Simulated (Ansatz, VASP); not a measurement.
# Ge2SeN2 in two plane-wave programs, part 2 of 2

Wanted: the spread between two codes on one cell, functional and k mesh. The cell is taken from a series of runs on this material, whose earlier steps may have relaxed, scaled, displaced or heated it; both programs get it as it stands.

VASP 6.6.1 and Ansatz 0.2.0.

So far: The structure; VASP: dielectric response, PBE.

**3. Ansatz: dielectric response, PBE**

Level of this step: Ansatz beside VASP: Kohn-Sham DFT, plane waves, PBE (Ansatz).

Ansatz runs on its PAW soft_1 files.

The same cell, functional and mesh now go to Ansatz, which takes its cutoff from its data sets.

File input.yaml:

```yaml
crystal:
  lattice:
    - [5.6390191657, -2.9515389733, 0.0]
    - [5.6390191657, 2.9515389733, 0.0]
    - [0.0, 0.0, 5.183237]
  atoms:
    - { symbol: Ge, position: [0.333819, 0.03403, 0.33372] }
    - { symbol: Ge, position: [0.96597, 0.666181, 0.33372] }
    - { symbol: Ge, position: [0.666181, 0.96597, 0.83372] }
    - { symbol: Ge, position: [0.03403, 0.333819, 0.83372] }
    - { symbol: Se, position: [0.289802, 0.710198, 0.174027] }
    - { symbol: Se, position: [0.710198, 0.289802, 0.674027] }
    - { symbol: "N", position: [0.346734, 0.090559, 0.681267] }
    - { symbol: "N", position: [0.909441, 0.653266, 0.681267] }
    - { symbol: "N", position: [0.653266, 0.909441, 0.181267] }
    - { symbol: "N", position: [0.090559, 0.346734, 0.181267] }
kpoints:
  mp_grid: { grid: [4, 4, 4] }
hamiltonian:
  xc: pbe
  pseudopotentials: { kind: paw, azcp: { folder: soft_1 } }
scf:
  occupations: { method: fixed }
dielectric: {}
```

Command:

```sh
$ ansatz run input.yaml --threads 2 --pin off --max-ram 92160MiB --backend cuda --events-out ev --progress --plain --runs-dir out --devices 1 --max-vram 13GiB
```

Numbers of over 12 decimals in the logs are rounded to 6 here.

What it wrote:

```text
GPUs: using 1 of 1 available (devices: 1).
Engine: ansatz 0.2.0, x86_64-unknown-linux-gnu
Pseudopotentials: kind: paw
Pseudopotential: Ge, paw, valence charge 14, recommended cutoff 420 eV (normal), soft_1/Ge.paw.azcp
Pseudopotential: Se, paw, valence charge 16, recommended cutoff 420 eV (normal), soft_1/Se.paw.azcp
Pseudopotential: N, paw, valence charge 5, recommended cutoff 420 eV (normal), soft_1/N.paw.azcp
Functional definition: PBE
  parameter kappa = 0.804
  parameter beta = 0.066725
  exchange = pbe_x(kappa = kappa, mu = beta*pi^2/3)
  correlation = pbe_c(beta = beta)
device memory: the entry about to start is reckoned to put 2.8 GiB on a device that reports 37.1 GiB free (of which the cap on the GPU budget leaves the run 13.0 GiB)
GPU FFT provider: cuFFT
GPU libraries: cuBLAS 13.8.2, cuFFT 12.4.0, cuSOLVER 12.3.4
Crystal: 10 atoms, lattice volume = 172.537 Å³
Basis set: ecut = 420 eV, 3383 PW (Γ), exchange–correlation on 90×90×72 points (8 copies of the dense FFT grid, shifted against one another)
Bands: 65, of which v1, the nominal top of the filled ones, is band 54 counted from 1 (53 counted from 0)
Symmetry: 4 space group operations
k-points: 36 of 64 (irreducible under 1 space group operation, time reversal used)
Non-local potential: Ge, projectors of the file, l = 0: 2, l = 1: 2, l = 2: 3, l = 3: 1
Non-local potential: Se, projectors of the file, l = 0: 2, l = 1: 2, l = 2: 3, l = 3: 1
Non-local potential: N, projectors of the file, l = 0: 2, l = 1: 2, l = 2: 1
PAW form: soft (Blöchl's): semilocal exchange-correlation on the pseudo side does not see the compensation charge
PAW one-centre angular grid: Ge, 590 points (default); XC on 64 Gauss nodes
PAW one-centre angular grid: Se, 590 points (default); XC on 64 Gauss nodes
PAW one-centre angular grid: N, 110 points (default); XC on 64 Gauss nodes
Initial density: superposition of atomic densities (chi_scale 0.1, normalization cell, long waves kept (reshape's long-wave potential 0.02 eV rms))
Initial wavefunctions: pseudopotential atomic-orbital guess
GPU buffer pool allocated for 72900 grid points (all kernels)
GPU transforms: local potential and band sums: pruned to the plane-wave sphere, on 45×45×36
Functional: x = pbe(κ = 0.804, μ = 0.219515), c = pbe(β = 0.066725)
SCF iter   1: F=—  HF=-29658.081830 eV  |F-HF|=—  |Δ(HF+E_count)|=         —  Δρ=9.20e-2  dr2=1.51e1  ethr=3.10e-3  ⟨swp⟩=5.0  Hψ=7515  notcnv=0  defer=319
preconditioner: auto → Resta (q_TF=auto, 2.523 Å⁻¹)  ε∞=2.7  [insulator: Δε(μ)=1.058 eV  Ē_g=20.234 eV  n_scr=46 (ndim 8)  ℏωp=26.5 eV  f_vac=0.060  ε∞_Penn≈2.7]
SCF iter   2: F=—  HF=-29654.578836 eV  |F-HF|=—  |Δ(HF+E_count)|=    3.50e0  Δρ=3.93e-2  dr2=1.39e0  ethr=3.10e-3  ⟨swp⟩=3.0  Hψ=3812  notcnv=0  defer=311
SCF iter   3: F=—  HF=-29654.365661 eV  |F-HF|=—  |Δ(HF+E_count)|=   2.13e-1  Δρ=1.90e-2  dr2=3.58e-1  ethr=1.29e-3  ⟨swp⟩=2.0  Hψ=2856  notcnv=0  defer=317
SCF iter   4: F=—  HF=-29654.346071 eV  |F-HF|=—  |Δ(HF+E_count)|=   1.96e-2  Δρ=7.35e-3  dr2=6.05e-2  ethr=3.31e-4  ⟨swp⟩=3.0  Hψ=4123  notcnv=0  defer=323
SCF iter   5: F=—  HF=-29654.331401 eV  |F-HF|=—  |Δ(HF+E_count)|=   1.47e-2  Δρ=1.34e-3  dr2=3.57e-3  ethr=5.61e-5  ⟨swp⟩=2.0  Hψ=4125  notcnv=0  defer=324
SCF iter   6: F=—  HF=-29654.333588 eV  |F-HF|=—  |Δ(HF+E_count)|=   2.19e-3  Δρ=2.96e-4  dr2=1.72e-4  ethr=3.31e-6  ⟨swp⟩=2.0  Hψ=4125  notcnv=0  defer=324
SCF iter   7: F=—  HF=-29654.333488 eV  |F-HF|=—  |Δ(HF+E_count)|=   1.00e-4  Δρ=9.64e-5  dr2=1.89e-5  ethr=1.60e-7  ⟨swp⟩=2.0  Hψ=4057  notcnv=0  defer=315
SCF iter   8: F=—  HF=-29654.333499 eV  |F-HF|=—  |Δ(HF+E_count)|=   1.09e-5  Δρ=3.53e-5  dr2=1.80e-6  ethr=1.75e-8  ⟨swp⟩=2.0  Hψ=3693  notcnv=0  defer=231
SCF iter   9: F=—  HF=-29654.333675 eV  |F-HF|=—  |Δ(HF+E_count)|=   1.76e-4  Δρ=6.05e-6  dr2=6.92e-8  ethr=1.67e-9  ⟨swp⟩=2.0  Hψ=3204  notcnv=0  defer=231
SCF iter  10: F=—  HF=-29654.333675 eV  |F-HF|=—  |Δ(HF+E_count)|=   1.67e-7  Δρ=1.30e-6  dr2=4.01e-9  ethr=6.40e-11  ⟨swp⟩=2.0  Hψ=2973  notcnv=0  defer=231
SCF iter  11: F=—  HF=-29654.333675 eV  |F-HF|=—  |Δ(HF+E_count)|=   3.95e-9  Δρ=4.61e-7  dr2=3.91e-10  ethr=3.71e-12  ⟨swp⟩=2.0  Hψ=2973  notcnv=0  defer=231
SCF iter  12: F=—  HF=-29654.333675 eV  |F-HF|=—  |Δ(HF+E_count)|=  1.64e-10  Δρ=2.82e-7  dr2=1.73e-10  ethr=1.00e-12  ⟨swp⟩=10.4  Hψ=10235  notcnv=0
SCF iter  13: F=-29654.333675 eV  HF=-29654.333675 eV  |F-HF|=3.64e-12  |Δ(HF+E_count)|=  2.18e-11  Δρ=7.14e-8  dr2=8.82e-12  ethr=1.00e-12  ⟨swp⟩=3.0  Hψ=4889  notcnv=0
SCF 1 converged in 13 iterations: F = -29654.333675 eV  dr2 = 8.82e-12
  greatest PAW one-centre occupation: 1.000 electrons in one spin orbital (limit 2), on the Se atom at site 5 (counted from 0), in its partial waves of l = 2
the response reads at least the filled bands of the reference SCF and the lowest empty band at each k-point, and that SCF's band table does not vouch for those bands. The notice of the band table in this run's record says why
device memory: the entry about to start is reckoned to put 1.1 GiB on a device that reports 36.4 GiB free (of which the cap on the GPU budget leaves the run 12.9 GiB)
NSCF: frozen V_eff on 1 k-points
[...]
device memory: the entry about to start is reckoned to put 2.3 GiB (of the 2.4 GiB reckoned in all, the device holds 0.1 GiB already) on a device that reports 35.7 GiB free (of which the cap on the GPU budget leaves the run 12.9 GiB)
DFPT response loops at Γ: preconditioner auto → Resta (q_TF=auto, 2.523 Å⁻¹)  ε∞=6.0 (no band partly filled); β = 1.00, the filter's whole step (`scf.mixing.beta` (0.50) is not read by the response loops at its default; to damp them type it under 1.00, their step now; it binds the ground state too); Broyden in place of MSR1
── the response to a field inside a basis, on 6×6×6 k-points: an SCF that follows is theirs, and a resumed run solves both again ──
device memory: the entry about to start is reckoned to put 0.6 GiB on a device that reports 55.1 GiB free (of which the cap on the GPU budget leaves the run 12.8 GiB)
GPU FFT provider: cuFFT
GPU libraries: cuBLAS 13.8.2, cuFFT 12.4.0, cuSOLVER 12.3.4
Bands: 55, of which v1, the nominal top of the filled ones, is band 54 counted from 1 (53 counted from 0)
k-points: 36 of 216 (time reversal used)
Initial density: handed on by an earlier stage of this run
Initial wavefunctions: pseudopotential atomic-orbital guess (no wavefunctions were taken with the density)
GPU buffer pool allocated for 72900 grid points (all kernels)
GPU transforms: band sums: pruned to the plane-wave sphere, on 45×45×36
Eigensolver: Dense (36 Hₖ)
SCF iter   1: F=—  HF=-29654.142369 eV  |F-HF|=—  |Δ(HF+E_count)|=         —  Δρ=6.25e-4  dr2=1.62e-4  ethr=1.00e-1
preconditioner: auto → Resta (q_TF=auto, 2.523 Å⁻¹)  ε∞=3.3  [insulator: Δε(μ)=1.888 eV  Ē_g=17.439 eV  n_scr=46 (ndim 8)  ℏωp=26.5 eV  f_vac=0.115  ε∞_Penn≈3.3]
SCF iter   2: F=—  HF=-29654.142544 eV  |F-HF|=—  |Δ(HF+E_count)|=   1.76e-4  Δρ=3.40e-4  dr2=5.06e-5  ethr=1.50e-7
SCF iter   3: F=—  HF=-29654.142630 eV  |F-HF|=—  |Δ(HF+E_count)|=   8.54e-5  Δρ=6.27e-5  dr2=3.66e-6  ethr=4.68e-8
SCF iter   4: F=—  HF=-29654.142632 eV  |F-HF|=—  |Δ(HF+E_count)|=   2.24e-6  Δρ=1.64e-5  dr2=4.24e-7  ethr=3.39e-9
SCF iter   5: F=—  HF=-29654.142632 eV  |F-HF|=—  |Δ(HF+E_count)|=   4.62e-7  Δρ=8.51e-6  dr2=1.49e-7  ethr=3.93e-10
SCF iter   6: F=-29654.142632 eV  HF=-29654.142632 eV  |F-HF|=4.90e-9  |Δ(HF+E_count)|=   3.18e-8  Δρ=1.82e-6  dr2=7.98e-9  ethr=1.38e-10
SCF 1 converged in 6 iterations: F = -29654.142632 eV  dr2 = 7.98e-9
device memory: the entry about to start is reckoned to put 0.1 GiB (of the 0.3 GiB reckoned in all, the device holds 0.2 GiB already) on a device that reports 51.2 GiB free (of which the cap on the GPU budget leaves the run 12.7 GiB)
device memory: the entry about to start is reckoned to put 2.9 GiB on a device that reports 49.3 GiB free (of which the cap on the GPU budget leaves the run 12.6 GiB)
DFPT response loops at Γ: preconditioner auto → Resta (q_TF=auto, 2.523 Å⁻¹)  ε∞=5.6 (no band partly filled); β = 1.00, the filter's whole step (`scf.mixing.beta` (0.50) is not read by the response loops at its default; to damp them type it under 1.00, their step now; it binds the ground state too); Broyden in place of MSR1
SCF converged after 13 iterations
Free energy (F): -29654.333675 eV
Harris-Foulkes:  -29654.333675 eV  (|F-HF|=3.64e-12)
Internal energy: -29654.333675 eV  (E = F + TS)
E sigma→0 (E₀):  -29654.333675 eV
Fermi energy:    6.783022 eV
--- Per-component energies (eV) ---
  E_band       = -1472.633094
  E_kinetic    = 1104.731485
  E_local      = -16150.114948  (includes V_loc(G=0)·N_el)
  E_nonlocal   = 321.088643
  E_hartree    = 7822.757807
  E_xc         = -688.447532
  E_vxc        = -735.267917  (∫ρ·V_xc dr)
  E_paw        = -12846.547786  (= ΣΔE_a)
  E_vpaw       = -1658.589068  (= ΣTr[D̂ρ^β])
  E_aug_tail   = 0.002947  (compensation charges beyond the density's cutoff)
  E_ewald      = -9217.804291
  E_smearing   = -0.000000  (= −TS)
  E_closure    = 0.000000  (closes the sum)
  Σ components = -29654.333675   (vs F -29654.333675, Δ=0.00e0)
--- Band table (eV; the first three rows and the last of 36) ---
  k-point 0: bands = [... 50 lower, 5.8350, 6.4393, 6.5691, 6.6544, 8.4774, 9.8427, 9.8762, 11.2193, ... 7 higher]
  k-point 1: bands = [... 50 lower, 5.8651, 6.3319, 6.3715, 6.4514, 9.1874, 9.8915, 10.1796, 10.6092, ... 7 higher]
  k-point 2: bands = [... 50 lower, 6.1064, 6.1064, 6.4816, 6.4816, 9.7496, 9.7496, 9.8600, 9.8600, ... 7 higher]
  k-point 35: bands = [... 50 lower, 5.7352, 5.7352, 6.2626, 6.2626, 10.4052, 10.4052, 10.6762, 10.6762, ... 7 higher]
--- Dielectric response (ions clamped): 3 representative field directions + reference, inside a basis on a mesh of 216 k-points (Σ response iterations 21) ---
  ε∞ (high-frequency dielectric tensor):
        8.202476     0.000000     0.000000
        0.000000     5.755044     0.000000
        0.000000     0.000000     5.563786
  Born effective charges Z* (e; rows j = field, columns β = displacement):
    site 0:
         3.90482    0.48653    0.45576
        -0.13749    3.28147    0.27169
        -0.19137    0.12381    3.24937
    site 1:
         3.90482   -0.48653   -0.45576
         0.13749    3.28147    0.27169
         0.19137    0.12381    3.24937
    site 2:
         3.90482    0.48653   -0.45576
        -0.13749    3.28147   -0.27169
         0.19137   -0.12381    3.24937
    site 3:
         3.90482   -0.48653    0.45576
         0.13749    3.28147   -0.27169
        -0.19137   -0.12381    3.24937
    site 4:
        -2.20696    0.00000   -0.00000
         0.00000   -0.74383    0.16555
        -0.00000    0.26684   -0.63585
    site 5:
        -2.20696    0.00000   -0.00000
         0.00000   -0.74383   -0.16555
        -0.00000   -0.26684   -0.63585
    site 6:
        -2.80134    1.08341   -0.75161
         0.75670   -2.90956   -0.12694
        -0.34651   -0.11949   -2.93144
    site 7:
        -2.80134   -1.08341    0.75161
        -0.75670   -2.90956   -0.12694
         0.34651   -0.11949   -2.93144
    site 8:
        -2.80134    1.08341    0.75161
         0.75670   -2.90956    0.12694
         0.34651    0.11949   -2.93144
    site 9:
        -2.80134   -1.08341   -0.75161
        -0.75670   -2.90956    0.12694
        -0.34651    0.11949   -2.93144
  Z* charge neutrality: 1.427e-2 e pre-enforcement
  solved inside a basis spanned on kpoints, on 6×6×6 k-points, its susceptibility summed on 8×8×8: ε∞ is read to err by 3.8e-2, Z* by 2.2e-2 e (field_mesh: kpoints solves on kpoints); Z* is corrected for what the basis lacks
```

**4. Side by side**

Known differences besides the potentials themselves: fixed occupations in Ansatz, narrow Gaussian smearing in VASP; VASP's response is taken on the typed mesh, Ansatz refines its own for the field response alone; the data sets hold 108 valence electrons in Ansatz (on its PAW soft_1 files) and 88 in VASP; the cutoff is 420 eV in Ansatz and 520 eV in VASP; VASP's log repeats an internal error in its field response. Total energies have different zeros and are not compared.

The two programs side by side:

| quantity | Ansatz | VASP | difference |
| --- | --- | --- | --- |
| ε∞ xx | 8.20 | 8.21 | -0.11 % |
| ε∞ yy | 5.76 | 5.77 | -0.30 % |
| ε∞ zz | 5.56 | 5.61 | -0.75 % |
| Born charge of Ge1 (mean of the diagonal) (e) | 3.48 | 3.47 | +0.01 |
| Born charge of Se5 (mean of the diagonal) (e) | -1.20 | -1.19 | -0.01 |
| Born charge of N7 (mean of the diagonal) (e) | -2.88 | -2.87 | -0.01 |

**5. Outcome**

| Property | Result |
| --- | --- |
| difference in ε∞ zz (dielectric response, PBE) | -0.75 % |

The difference in ε∞ zz is -0.75 % (dielectric response, PBE), within the 5 % picked in this series as the mark of a large difference. The data sets hold unlike numbers of valence electrons (108 in Ansatz and 88 in VASP), so part of the differences comes from the potentials. Such differences can come from data sets, numerical settings and the points named under the comparisons, not from the functional's error against experiment.

[Lines on the potential files, build, host, timing and source positions are cut from VASP's logs without a mark.]

[Logs are printed without paths, hosts, clocks, repeated set-up lines and the standing remarks that a program may print on its own settings, such as how far it seeks lower states.]

[Hosts, paths, dates, database ids (printed as entryN), source tags and the programs' standing remarks are cut or masked in the printed files.]
